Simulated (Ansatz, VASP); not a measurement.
# Al2O3 (Al2O3 (R-3c)): VASP beside Ansatz, part 2 of 2

One calculation is typed for both programs; each brings its own data sets. How far apart do they land? The cell is taken from a series of runs on this material, whose earlier steps may have relaxed, scaled, displaced or heated it; both programs get it as it stands.

VASP 6.6.1 and Ansatz 0.2.0.

So far: Set-up; VASP: relaxation of cell and atoms, PBE.

### 3. Ansatz: relaxation of cell and atoms, PBE

Level of this step: Ansatz beside VASP: Kohn-Sham DFT, plane waves, PBE (Ansatz).

Ansatz runs on its PAW soft_1 files.

The same cell, functional and mesh now go to Ansatz.

Input file input.yaml:

```yaml
crystal:
  lattice:
    - [2.4025136, 1.3870919, 4.3720844]
    - [-2.4025136, 1.3870919, 4.3720844]
    - [0.0, -2.7741838, 4.3720844]
  atoms:
    - { symbol: Al, position: [0.647904, 0.647904, 0.647904] }
    - { symbol: Al, position: [0.852096, 0.852096, 0.852096] }
    - { symbol: Al, position: [0.147904, 0.147904, 0.147904] }
    - { symbol: Al, position: [0.352096, 0.352096, 0.352096] }
    - { symbol: O, position: [0.4438545, 0.0561455, 0.75] }
    - { symbol: O, position: [0.9438545, 0.25, 0.5561455] }
    - { symbol: O, position: [0.0561455, 0.75, 0.4438545] }
    - { symbol: O, position: [0.75, 0.4438545, 0.0561455] }
    - { symbol: O, position: [0.25, 0.5561455, 0.9438545] }
    - { symbol: O, position: [0.5561455, 0.9438545, 0.25] }
basis:
  ecutwfc: 420
  xc_grid: 2
hamiltonian:
  xc: pbe
  pseudopotentials: { kind: paw, azcp: { folder: soft_1 } }
kpoints:
  mp_grid: { grid: [7, 7, 7] }
scf:
  occupations: { method: fixed }
  max_iter: 100
relax:
  f_tol: 0.005
  max_steps: 60
  cell: {}
output:
  forces: true
  stress: true
checkpoint:
  write: "../cell.run"
  compress: false
  write_wavefunctions: false
  write_every: 100000
```

Launch:

```console
ansatz run input.yaml --threads 4 --pin off --max-ram 7536MiB --backend cpu --events-out ev --progress --plain --runs-dir out
```

Numbers of over 12 decimals in the logs are rounded to 6 here.

What it wrote:

```text
Engine: ansatz 0.2.0, x86_64-unknown-linux-gnu
Pseudopotentials: kind: paw
Pseudopotential: Al, paw, valence charge 3, recommended cutoff 420 eV (normal), soft_1/Al.paw.azcp
Pseudopotential: O, paw, valence charge 6, recommended cutoff 420 eV (normal), soft_1/O.paw.azcp
Functional definition: PBE
  parameter kappa = 0.804
  parameter beta = 0.066725
  exchange = pbe_x(kappa = kappa, mu = beta*pi^2/3)
  correlation = pbe_c(beta = beta)
Crystal: 10 atoms, lattice volume = 87.420 Å³
Basis set: ecut = 420 eV, 1707 PW (Γ), exchange–correlation on 72×72×72 points (8 copies of the dense FFT grid, shifted against one another)
Bands: 34, of which v1, the nominal top of the filled ones, is band 24 counted from 1 (23 counted from 0)
Symmetry: 12 space group operations
Space group: R-3c (ITA 167), of the structure as read, at distance tolerance 4.4e-5 Å
k-points: 44 of 343
Non-local potential: Al, projectors of the file, l = 0: 2, l = 1: 2, l = 2: 1
Non-local potential: O, projectors of the file, l = 0: 2, l = 1: 2, l = 2: 1
PAW form: soft (Blöchl's): semilocal exchange-correlation on the pseudo side does not see the compensation charge
PAW one-centre angular grid: Al, 110 points (default); XC on 64 Gauss nodes
PAW one-centre angular grid: O, 110 points (default); XC on 64 Gauss nodes
Initial density: superposition of atomic densities (chi_scale 0.1, normalization cell, long waves kept (reshape's long-wave potential 0.00 eV rms))
Initial wavefunctions: pseudopotential atomic-orbital guess
Functional: x = pbe(κ = 0.804, μ = 0.219515), c = pbe(β = 0.066725)
SCF iter   1: F=—  HF=-5573.199128 eV  |F-HF|=—  |Δ(HF+E_count)|=         —  Δρ=1.28e-1  dr2=1.34e1  ethr=3.10e-3  ⟨swp⟩=5.0  Hψ=5639  notcnv=0  defer=303
preconditioner: auto → Resta (q_TF=auto, 2.469 Å⁻¹)  ε∞=3.3  [insulator: Δε(μ)=6.876 eV  Ē_g=18.169 eV  n_scr=20 (ndim 8)  ℏωp=27.5 eV  f_vac=0.000  ε∞_Penn≈3.3]
SCF iter   2: F=—  HF=-5569.742389 eV  |F-HF|=—  |Δ(HF+E_count)|=    3.46e0  Δρ=4.26e-2  dr2=7.62e-1  ethr=3.10e-3  ⟨swp⟩=2.8  Hψ=3232  notcnv=0  defer=312
SCF iter   3: F=—  HF=-5569.657098 eV  |F-HF|=—  |Δ(HF+E_count)|=   8.53e-2  Δρ=2.19e-2  dr2=2.38e-1  ethr=1.59e-3  ⟨swp⟩=2.0  Hψ=1415  notcnv=0  defer=298
automatic band count: iteration 3 solves 33 bands in place of 34: the levels show a gap, and the empty bands left out lie too high to hold charge; the band table lists the bands solved (type scf.n_extra_bands for more)
SCF iter   4: F=—  HF=-5569.655484 eV  |F-HF|=—  |Δ(HF+E_count)|=   1.61e-3  Δρ=1.45e-3  dr2=9.32e-4  ethr=4.96e-4  ⟨swp⟩=3.0  Hψ=2437  notcnv=0  defer=305
SCF iter   5: F=—  HF=-5569.656945 eV  |F-HF|=—  |Δ(HF+E_count)|=   1.46e-3  Δρ=1.92e-4  dr2=4.09e-5  ethr=1.94e-6  ⟨swp⟩=2.0  Hψ=2361  notcnv=0  defer=308
SCF iter   6: F=—  HF=-5569.656997 eV  |F-HF|=—  |Δ(HF+E_count)|=   5.13e-5  Δρ=5.04e-5  dr2=2.51e-6  ethr=8.53e-8  ⟨swp⟩=2.0  Hψ=2452  notcnv=0  defer=292
SCF iter   7: F=-5569.656999 eV  HF=-5569.656999 eV  |F-HF|=2.00e-8  |Δ(HF+E_count)|=   2.39e-6  Δρ=5.89e-6  dr2=2.02e-8  ethr=2.08e-10  ⟨swp⟩=3.1  Hψ=5652  notcnv=0
SCF 1 converged in 7 iterations: F = -5569.656999 eV  dr2 = 2.02e-8
  greatest PAW one-centre occupation: 0.857 electrons in one spin orbital (limit 2), on the O atom at site 9 (counted from 0), in its partial waves of l = 0
relax step   1: F+E_penalty+E_count = -5569.65699914 eV  Δ(F+E_penalty+E_count) = +0.000e0 eV  max|allowed force component| = 4.439e-3 eV/Å  Δτ_max = 0.0000 Å  P = +0.388 GPa  Ω = 87.420 Å³  (7 SCF iters, dr2 threshold 1.00e-7 eV, accepted)
[...]
relax step   2: F+E_penalty+E_count = -5569.65693620 eV  Δ(F+E_penalty+E_count) = +6.295e-5 eV  max|allowed force component| = 5.093e-3 eV/Å  Δτ_max = 0.0001 Å  P = +0.218 GPa  Ω = 87.482 Å³  energy of the carried Pulay correction = -1.847e-4 eV  (3 SCF iters, dr2 threshold 4.36e-7 eV, accepted)
[...]
relax step   3: F+E_penalty+E_count = -5569.65673766 eV  Δ(F+E_penalty+E_count) = +1.985e-4 eV  max|allowed force component| = 2.505e-3 eV/Å  Δτ_max = 0.0002 Å  P = -0.011 GPa  Ω = 87.566 Å³  energy of the carried Pulay correction = -4.392e-4 eV  (4 SCF iters, dr2 threshold 1.26e-7 eV, accepted)
[...]
relax step   4: F+E_penalty+E_count = -5569.65720105 eV  Δ(F+E_penalty+E_count) = -4.634e-4 eV  max|allowed force component| = 2.467e-3 eV/Å  Δτ_max = 0.0000 Å  P = -0.001 GPa  Ω = 87.566 Å³  stress off target by 2.09e-2 GPa  SCF on the basis re-selected at this cell (its energy is not comparable with the rows above)  (5 SCF iters)
basis re-selected at this cell: Δ(F+E_penalty+E_count) = -4.634e-4 eV, ΔP = +0.011 GPa vs the last step (what re-selecting the basis moved, of the pressure what is left beyond the Pulay correction that the steps carried, after the strain that the cell walked since its last selection, with what the two solves' SCF thresholds leave and, on support functions, any second-order correction that the steps lacked; it is no m [...]
SCF converged after 5 iterations
Free energy (F): -5569.657201 eV
Harris-Foulkes:  -5569.657201 eV  (|F-HF|=0.00e0)
Internal energy: -5569.657201 eV  (E = F + TS)
E sigma→0 (E₀):  -5569.657201 eV
Fermi energy:    7.325057 eV
--- Per-component energies (eV) ---
  E_band       = 51.335975
  E_kinetic    = 1136.521278
  E_local      = -1991.206813  (includes V_loc(G=0)·N_el)
  E_nonlocal   = 350.107499
  E_hartree    = 756.619295
  E_xc         = -590.892106
  E_vxc        = -679.338497  (∫ρ·V_xc dr)
  E_paw        = -2857.083723  (= ΣΔE_a)
  E_vpaw       = -277.990867  (= ΣTr[D̂ρ^β])
  E_aug_tail   = 0.004743  (compensation charges beyond the density's cutoff)
  E_ewald      = -2373.727375
  E_smearing   = -0.000000  (= −TS)
  E_closure    = 0.000000  (closes the sum)
  Σ components = -5569.657201   (vs F -5569.657201, Δ=0.00e0)
--- Forces (eV/Å), atoms counted from 1 ---
  atom   1  Al    -0.00000000     0.00000000    -0.00246663
  atom   2  Al    -0.00000000    -0.00000000     0.00246663
  atom   3  Al     0.00000000     0.00000000    -0.00246663
  atom   4  Al     0.00000000    -0.00000000     0.00246663
  atom   5  O     -0.00136252    -0.00000000    -0.00000000
  atom   6  O     -0.00068126    -0.00117998    -0.00000000
  atom   7  O      0.00068126     0.00117998     0.00000000
  atom   8  O      0.00068126    -0.00117998    -0.00000000
  atom   9  O     -0.00068126     0.00117998     0.00000000
  atom  10  O      0.00136252     0.00000000     0.00000000
  max |Σ_I F_I| component: 3.04e-18 eV/Å
--- Stress (GPa, compression-positive) ---
        0.009675      -0.000000      -0.000000
       -0.000000       0.009675      -0.000000
       -0.000000      -0.000000      -0.020920
  P = ⅓ Tr σ = -0.0005 GPa (-0.005 kbar)
--- Relaxed structure (3 steps of the walk, 3 accepted, 1 SCFs on fresh bases) ---
  F+E_penalty+E_count = -5569.65720105 eV   max|allowed force component| = 2.467e-3 eV/Å   (the final SCF, on the basis selected at the relaxed cell)
  cell:  # Å, volume = 87.5665 Å³
    - [2.403942, 1.387916, 4.374207]
    - [-2.403942, 1.387916, 4.374207]
    - [0, -2.775833, 4.374207]
  atoms:
    - { symbol: Al, position: [0.647888, 0.647888, 0.647888] }
    - { symbol: Al, position: [0.852112, 0.852112, 0.852112] }
    - { symbol: Al, position: [0.147888, 0.147888, 0.147888] }
    - { symbol: Al, position: [0.352112, 0.352112, 0.352112] }
    - { symbol: O, position: [0.443851, 0.056149, 0.75] }
    - { symbol: O, position: [0.943851, 0.250000, 0.556149] }
    - { symbol: O, position: [0.056149, 0.75, 0.443851] }
    - { symbol: O, position: [0.75, 0.443851, 0.056149] }
    - { symbol: O, position: [0.25, 0.556149, 0.943851] }
    - { symbol: O, position: [0.556149, 0.943851, 0.25] }
```

### 4. Differences

Known differences besides the potentials themselves: fixed occupations in Ansatz, narrow Gaussian smearing in VASP; the cutoff is 420 eV in Ansatz and 600 eV in VASP; Ansatz adds a Pulay correction to the stress that steers its cell, VASP none. Total energies have different zeros and are not compared.

The two programs side by side:

```tsv
quantity	Ansatz	VASP	difference
volume (Å³)	87.57	87.42	+0.16 %
edge a after relaxation, in the typed setting (Å)	5.181	5.178	+0.06 %
```

### 5. Results

* difference in volume (relaxation of cell and atoms, PBE): 0.16 %

**Reading.** The difference in volume is 0.16 % (relaxation of cell and atoms, PBE), within the 1.2 % picked in this series as the mark of a large difference, as far as the stopping tolerances let one tell. Such differences can come from data sets, numerical settings and the points named under the comparisons, not from the functional's error against experiment.

[Lines on the potential files, build, host, timing and source positions are cut from VASP's logs without a mark.]

[Logs are printed without paths, hosts, clocks, repeated set-up lines and the standing remarks that a program may print on its own settings, such as how far it seeks lower states.]

[Hosts, paths, dates, database ids (printed as entryN), source tags and the programs' standing remarks are cut or masked in the printed files.]
